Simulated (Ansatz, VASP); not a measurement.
# AlNi: VASP beside Ansatz, part 2 of 2

One calculation is typed for both programs; each brings its own data sets. How far apart do they land? The cell is taken from a series of runs on this material, whose earlier steps may have relaxed, scaled, displaced or heated it; both programs get it as it stands.

VASP 6.6.1 and Ansatz 0.2.0.

So far: Starting point; VASP: zone-centre phonons, PBEsol.

## Step 3: Ansatz: zone-centre phonons, PBEsol

Level of this step: Ansatz beside VASP: Kohn-Sham DFT, plane waves, PBEsol (Ansatz).

Ansatz runs on its PAW soft_1 files.

The same cell, functional, mesh and smearing now go to Ansatz, which takes its cutoff from its data sets.

Contents of input.yaml:

```yaml
crystal:
  lattice:
    - [2.8478827624, 0.0147610755, 0.0147610755]
    - [0.0147610755, 2.8478827624, 0.0147610755]
    - [0.0147610755, 0.0147610755, 2.8478827624]
  atoms:
    - { symbol: Al, position: [0.0, 0.0, 0.0] }
    - { symbol: Ni, position: [0.5, 0.5, 0.5] }
kpoints:
  mp_grid: { grid: [16, 16, 16] }
hamiltonian:
  xc: pbesol
  pseudopotentials: { kind: paw, azcp: { folder: soft_1 }, xc_functional: pbe }
scf:
  occupations: { method: methfessel_paxton, width: 0.2 }
output:
  eigenvalues: true
phonons:
  method: dfpt
```

Run with:

```bash
> ansatz run input.yaml --threads 4 --pin off --max-ram 10240MiB --backend cpu --events-out ev --progress --plain --runs-dir out
```

Numbers of over 12 decimals in the logs are rounded to 6 here.

Log:

```text
Engine: ansatz 0.2.0, x86_64-unknown-linux-gnu
Pseudopotentials: kind: paw
Pseudopotential: Al, paw, valence charge 3, recommended cutoff 420 eV (normal), soft_1/Al.paw.azcp
Pseudopotential: Ni, paw, valence charge 18, recommended cutoff 420 eV (normal), soft_1/Ni.paw.azcp
Functional definition: PBEsol
  exchange = pbesol_x
  correlation = pbesol_c
Crystal: 2 atoms, lattice volume = 23.096 Å³
Basis set: ecut = 420 eV, 461 PW (Γ), exchange–correlation on 40×40×40 points (8 copies of the dense FFT grid, shifted against one another)
Bands: 15, of which v1, the nominal top of the filled ones, is band 11 counted from 1 (10 counted from 0)
Symmetry: 12 space group operations
k-points: 1098 of 4096 (irreducible under 2 space group operations, time reversal used)
Non-local potential: Al, projectors of the file, l = 0: 2, l = 1: 2, l = 2: 1
Non-local potential: Ni, projectors of the file, l = 0: 3, l = 1: 2, l = 2: 3, l = 3: 1
PAW form: soft (Blöchl's): semilocal exchange-correlation on the pseudo side does not see the compensation charge
PAW frozen core: Al, regenerated for the run's functional, and the local potential with it (the file was generated under x = pbe(κ = 0.804, μ = 0.219515), c = pbe(β = 0.066725))
PAW frozen core: Ni, regenerated for the run's functional, and the local potential with it (the file was generated under x = pbe(κ = 0.804, μ = 0.219515), c = pbe(β = 0.066725))
PAW one-centre angular grid: Al, 110 points (default); XC on 64 Gauss nodes
PAW one-centre angular grid: Ni, 590 points (default); XC on 64 Gauss nodes
Initial density: superposition of atomic densities (chi_scale 0.1, normalization cell, long waves kept (reshape's long-wave potential 0.00 eV rms))
Initial wavefunctions: pseudopotential atomic-orbital guess
Functional: x = pbesol(κ = 0.804, μ = 0.123457), c = pbesol(β = 0.046)
SCF iter   1: F=—  HF=-6331.215600 eV  |F-HF|=—  |Δ(HF+E_count)|=         —  Δρ=7.40e-2  dr2=1.30e0  ethr=3.10e-3  ⟨swp⟩=4.0  Hψ=72891  notcnv=0
preconditioner: auto → none  [metal: Δε(μ)=0.010 eV  Ē_g=10.365 eV  σ=0.200 eV  W_gap=0.04  n_scr=6 (ndim 8)  ℏωp=27.9 eV  f_vac=0.000  D(μ)=0.56/eV (n_scr^D=0)  sad-step TF]
SCF iter   2: F=—  HF=-6331.070025 eV  |F-HF|=—  |Δ(HF+E_count)|=   1.46e-1  S|Δr|=    0.00e0  Δρ=5.60e-2  dr2=7.95e-1  ethr=3.10e-3  ⟨swp⟩=2.0  Hψ=29436  notcnv=0  defer=275
SCF iter   3: F=—  HF=-6330.884240 eV  |F-HF|=—  |Δ(HF+E_count)|=   1.86e-1  S|Δr|=    0.00e0  Δρ=2.02e-2  dr2=8.61e-2  ethr=3.10e-3  ⟨swp⟩=2.0  Hψ=20809  notcnv=0  defer=275
SCF iter   4: F=—  HF=-6330.868987 eV  |F-HF|=—  |Δ(HF+E_count)|=   1.53e-2  S|Δr|=    0.00e0  Δρ=5.31e-3  dr2=3.67e-3  ethr=4.10e-4  ⟨swp⟩=2.0  Hψ=28058  notcnv=0  defer=251
SCF iter   5: F=—  HF=-6330.868759 eV  |F-HF|=—  |Δ(HF+E_count)|=   2.28e-4  S|Δr|=    0.00e0  Δρ=5.33e-4  dr2=3.03e-5  ethr=1.75e-5  ⟨swp⟩=2.6  Hψ=22476  notcnv=0  defer=251
SCF iter   6: F=—  HF=-6330.868745 eV  |F-HF|=—  |Δ(HF+E_count)|=   1.39e-5  S|Δr|=    0.00e0  Δρ=1.15e-4  dr2=1.41e-6  ethr=1.44e-7  ⟨swp⟩=2.0  Hψ=27776  notcnv=0  defer=251
SCF iter   7: F=—  HF=-6330.868746 eV  |F-HF|=—  |Δ(HF+E_count)|=   1.20e-6  S|Δr|=    0.00e0  Δρ=1.20e-5  dr2=1.89e-8  ethr=6.71e-9  ⟨swp⟩=2.4  Hψ=24746  notcnv=0  defer=253
SCF iter   8: F=—  HF=-6330.868746 eV  |F-HF|=—  |Δ(HF+E_count)|=   3.87e-9  S|Δr|=    0.00e0  Δρ=7.41e-7  dr2=7.78e-11  ethr=9.02e-11  ⟨swp⟩=2.2  Hψ=23040  notcnv=0  defer=253
SCF iter   9: F=-6330.868746 eV  HF=-6330.868746 eV  |F-HF|=1.82e-12  |Δ(HF+E_count)|=  1.91e-11  S|Δr|=    0.00e0  Δρ=2.62e-8  dr2=1.07e-13  ethr=1.00e-12  ⟨swp⟩=6.2  Hψ=69845  notcnv=0
the search or the solves at the SCF's close seem to have found levels that the self-consistency loop had missed (the run counts 2). By its estimate they hold under 1e-12 electrons; where the run keeps them, the occupations were computed again with them
SCF 1 converged in 9 iterations: F = -6330.868746 eV  dr2 = 1.07e-13
  greatest PAW one-centre occupation: 1.001 electrons in one spin orbital (limit 2), on the Ni atom at site 1 (counted from 0), in its partial waves of l = 1
DFPT response loops at Γ: preconditioner auto → Kerker (q_TF=auto, 2.685 Å⁻¹) (partly filled bands, converged f_vac=0.000); β = 1.00, the filter's whole step (`scf.mixing.beta` (0.50) is not read by the response loops under this deck's `scf.mixing.preconditioner`; to damp them name `kerker` or `kerker_dos`, under which they read `scf.mixing.beta`, and type it under 1.00, their step now; both keys bind the ground state too); Broyden in place of MSR1
SCF converged after 9 iterations
Stability not checked: this state was not tested for a lower state beside it, because cold or Methfessel-Paxton smearing, or corrected tetrahedra, fill the levels in a way that the test cannot read (fill_not_monotonic; see scf.lower_state_search)
Free energy (F): -6330.868746 eV
Harris-Foulkes:  -6330.868746 eV  (|F-HF|=1.82e-12)
Internal energy: -6330.869875 eV  (E = F + TS)
E sigma→0 (E₀):  -6330.869029 eV
Entropy (-TS):   0.001129 eV (0.565 meV/atom)
Fermi energy:    14.336687 eV
--- Per-component energies (eV) ---
  E_band       = -329.341187
  E_kinetic    = 369.780643
  E_local      = -3698.159184  (includes V_loc(G=0)·N_el)
  E_nonlocal   = -105.462853
  E_hartree    = 1943.286433
  E_xc         = -152.027438
  E_vxc        = -177.931580  (∫ρ·V_xc dr)
  E_paw        = -2080.848011  (= ΣΔE_a)
  E_vpaw       = -604.141868  (= ΣTr[D̂ρ^β])
  E_aug_tail   = 0.000817  (compensation charges beyond the density's cutoff)
  E_ewald      = -2607.656710
  E_core_change = 0.216428  (= ΣΔE_core)
  E_smearing   = 0.001129  (= −TS)
  E_closure    = 0.000000  (closes the sum)
  Σ components = -6330.868746   (vs F -6330.868746, Δ=0.00e0)
--- Band table (eV; the first three rows and the last of 1098) ---
  k-point 0: bands = [... 7 lower, 12.7231, 12.7231, 12.7646, 19.9234, 19.9234, 20.0265, 22.5697, 22.5697]
  k-point 1: bands = [... 7 lower, 12.6893, 12.7065, 12.7518, 19.1494, 20.0214, 20.0910, 22.5716, 23.3079]
  k-point 2: bands = [... 7 lower, 12.5962, 12.6236, 12.7537, 17.7490, 20.3077, 20.3732, 22.5773, 24.4762]
  k-point 1097: bands = [... 7 lower, 13.3278, 13.3278, 16.0928, 16.3267, 16.3267, 18.3808, 18.8461, 19.0391]
--- Phonons (Γ-DFPT): 2 representative perturbations + reference, on 1098 of 4096 k-points (Σ response iterations 6) ---
  k mesh reduced under 2 symmetry operations, with k and −k counted as one. Each operation leaves every solved perturbation unchanged. A smaller set is not used because it would not reduce the number of displacements times k-points to solve
  ASR residual: 2.456e-5 → 0.000e0 eV/Å²; symmetrization residual: 4.144e-7 eV/Å²
  ASR residual per site (eV/Å²): 1.42e-5 2.46e-5
  Γ frequencies (cm⁻¹): 0.00 0.00 0.00 296.66 318.00 318.00
  non-analytic LO–TO correction: not included (Born effective charges unavailable; polar crystals: no LO–TO splitting at Γ)
```

The column dr2 measures how far the density is from self-consistency, as an energy; F and HF (Harris–Foulkes) agree once it is small.

## Step 4: Differences

Known differences besides the potentials themselves: the data sets hold 21 valence electrons in Ansatz (on its PAW soft_1 files) and 13 in VASP; the cutoff is 420 eV in Ansatz and 600 eV in VASP; Ansatz makes its cores anew for this functional, VASP keeps those of its PBE data sets. Total energies have different zeros and are not compared.

Both answers:

```
                  quantity  Ansatz   VASP  difference
     optical mode 1 (cm⁻¹)   296.7  298.1     -0.48 %
optical mode 2 to 3 (cm⁻¹)   318.0  319.5     -0.46 %
```

Modes are paired by rising frequency, not by their patterns, so a pair may set unlike modes beside each other; they are those without the splitting of longitudinal modes.

## Step 5: Summary of results

```yaml
r_m_s_difference_of_the_optical_zone_centre_modes_each_program_s_sorted_by_frequency_zone_centre_phonons_pbesol: 1.5 cm⁻¹
```

In words: The r.m.s. difference of the optical zone-centre modes, each program's sorted by frequency is 1.5 cm⁻¹ (zone-centre phonons, PBEsol). The data sets hold unlike numbers of valence electrons (21 in Ansatz and 13 in VASP), so part of the differences comes from the potentials. How closely two codes agree says nothing of how well the functional describes the real material.

[Lines on the potential files, build, host, timing and source positions are cut from VASP's logs without a mark.]

[Logs are printed without paths, hosts, clocks, repeated set-up lines and the standing remarks that a program may print on its own settings, such as how far it seeks lower states.]

[Hosts, paths, dates, database ids (printed as entryN), source tags and the programs' standing remarks are cut or masked in the printed files.]
